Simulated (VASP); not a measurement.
A convergence study with VASP on BaTe (rock salt): one setting is varied, all else stays as given below, so the limit is that of these other settings. ε∞ is the independent-particle value.

```yaml
crystal:
  lattice:
    - [0.00000, 3.50000, 3.50000]
    - [3.50000, 0.00000, 3.50000]
    - [3.50000, 3.50000, 0.00000]
  atoms:
    - { symbol: Ba, position: [0.00000, 0.00000, 0.00000] }
    - { symbol: Te, position: [0.50000, 0.50000, 0.50000] }
```

The numbers are results of PBE GGA, VASP's PBE PAW potentials (set 64) (plane waves; VASP), not measurements. The tightest run used: 550 eV cut-off, 5×5×5 Γ-centred mesh, Gaussian smearing of 0.050 eV, potentials Ba_sv Te.

**Question.** The settings run are NBANDS = 9; NBANDS = 10; NBANDS = 12; NBANDS = 16; NBANDS = 24; NBANDS = 40; NBANDS = 72; NBANDS = 136. From which on does the mean ε∞ stay within 0.05  of the tightest run?

**Answer.** From NBANDS = 24 on: it is off by 0.03 there and by no more than 0.05 in any finer run, while NBANDS = 16 is off by 0.21.
| setting | mean ε∞ | bands | difference judged () |
|---|---|---|---|
| NBANDS = 9 | 3.28 | 9 | 3.66 |
| NBANDS = 10 | 4.26 | 10 | 2.68 |
| NBANDS = 12 | 5.85 | 12 | 1.09 |
| NBANDS = 16 | 6.73 | 16 | 0.21 |
| NBANDS = 24 | 6.92 | 24 | 0.03 |
| NBANDS = 40 | 6.94 | 40 | 0.01 |
| NBANDS = 72 | 6.94 | 72 | 0.00 |
| NBANDS = 136 | 6.95 | 136 | 0.00 |

Left out are rungs that failed or repeat a setting and relaxations that didn't move; long series are thinned to 24 rows.

The compound is BaTe in the rock salt structure. The cell was not relaxed at this level.
